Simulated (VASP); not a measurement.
Sn2TeS: single point with r2SCAN

The system is Sn2TeS.

```
CELL_PARAMETERS angstrom
4.32183 0.00000 0.00000
0.00000 4.32183 0.00000
0.00000 0.00000 6.15000
ATOMIC_POSITIONS crystal
S 0.00000 0.00000 0.00000
Sn 0.00000 0.00000 0.50000
Sn 0.50000 0.50000 0.00000
Te 0.50000 0.50000 0.50000
```

The cell was built by a generator and needn't be a form met in nature.

```yaml
Program: VASP 6.6.1
Task: single point
Functional: r2SCAN
Potentials_or_basis: VASP PAW PBE potentials, release 64 (S, Sn_d, Te)
Cutoff: 520 eV
k_mesh: 6 × 6 × 4
Occupations: fermi-dirac, width 0.02 eV
Spin: no spin polarisation
```

The pressure is 0.0 GPa. The band gap on the k mesh is 0.12 eV, indirect (least direct gap 0.29 eV).

Levels at points of the mesh, in eV from the valence-band top:
| k point | band 17 | band 18 | band 19 | band 20 | band 21 | band 22 | band 23 | band 24 |
| --- | --- | --- | --- | --- | --- | --- | --- | --- |
| (0.00, 0.00, 0.00) | -4.18 | -2.74 | -2.74 | -2.68 | 2.61 | 3.47 | 3.74 | 3.74 |
| (0.50, 0.00, 0.00) | -2.69 | -2.37 | -1.39 | -0.76 | 0.75 | 1.03 | 1.17 | 1.61 |
| (0.50, 0.50, 0.00) | -4.36 | -4.16 | -4.16 | -3.95 | 2.68 | 2.68 | 4.07 | 4.33 |
| (0.00, 0.00, 0.50) | -3.42 | -3.42 | -2.46 | -2.04 | 1.66 | 2.17 | 3.13 | 3.65 |
| (0.50, 0.00, 0.50) | -2.39 | -2.20 | -0.53 | 0.00 | 0.29 | 0.31 | 0.40 | 0.59 |
| (0.50, 0.50, 0.50) | -4.88 | -4.88 | -1.76 | -0.81 | 1.01 | 1.15 | 3.53 | 3.53 |

Run time: 3.5 min on 1 thread of Intel(R) Xeon(R) Platinum 8488C (Sapphire Rapids) (shared host), peak memory 0.28 GiB.

Caveat: the PAW data sets were made with another functional, which shifts forces and pressure a little; spin-orbit coupling is left out, which moves the levels of the heavy elements. A k mesh can miss the band edges.
